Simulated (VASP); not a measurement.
Consider the following.

```
Os
1.0
    1.36500    -2.36425     0.00000
    1.36500     2.36425     0.00000
    0.00000     0.00000     4.32000
Os
2
Direct
  0.33333   0.66667   0.25000
  0.66667   0.33333   0.75000
```

All values below come from PBE GGA, VASP's PBE PAW potentials (set 64) (plane waves; VASP). Settings: 300 eV cut-off, 11×11×6 Γ-centred mesh, Gaussian smearing of 0.14 eV, potentials Os.

At this cut-off the stress carries a Pulay error, which pulls relaxed volumes low. Unless said otherwise, spin-orbit coupling is left out, though it shifts the bands of the heavy elements here.

Task: What does the run give for the energy per atom (σ→0), pressure, band gap (on the k-mesh) with the smallest direct gap where there is one?

Result: 
```
Quantity                                                     Value
------------------------  ----------------------------------------
band gap (on the k-mesh)  none (metal, semimetal or under 0.01 eV)
energy per atom (σ→0)                              -11.224 eV/atom
pressure                                                  8.38 GPa
```

The absolute energy has meaning only against runs of the same code, potentials and settings.

The structure is a typed Os crystal (P6_3/mmc). The cell was not relaxed at this level.
